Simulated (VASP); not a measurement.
Input:

```
CELL_PARAMETERS angstrom
      4.90806     0.00000     0.00000
     -2.45403     4.25050     0.00000
      0.00000     0.00000     3.81246
ATOMIC_POSITIONS crystal
  Ba 0.66667 0.33333 0.00000
  Li 0.00000 0.00000 0.50000
  Si 0.33333 0.66667 0.50000
```

The numbers are results of PBEsol GGA, VASP's PBE PAW potentials (set 64) (plane waves; VASP), not measurements. Numerical set-up: 520 eV cut-off, 8×8×9 Γ-centred mesh, tetrahedra with Blöchl corrections, potentials Ba_sv Li_sv Si.

Unless said otherwise, spin-orbit coupling is left out, though it shifts the bands of the heavy elements here.

Problem. Estimate the energy per atom (σ→0), band gap (on the k-mesh) with the smallest direct gap where there is one.

Solution. 
```
Item                                                         Value
------------------------  ----------------------------------------
band gap (on the k-mesh)  none (metal, semimetal or under 0.01 eV)
energy per atom (σ→0)                               -3.484 eV/atom
```

Only differences to runs with the same potentials and settings are physical.

The structure comes from a computed database's BaLiSi entry (P-6m2); how it stands against other phases isn't given here. It was relaxed first. The electron count is odd and the run is not spin-polarised, which forces a metal.
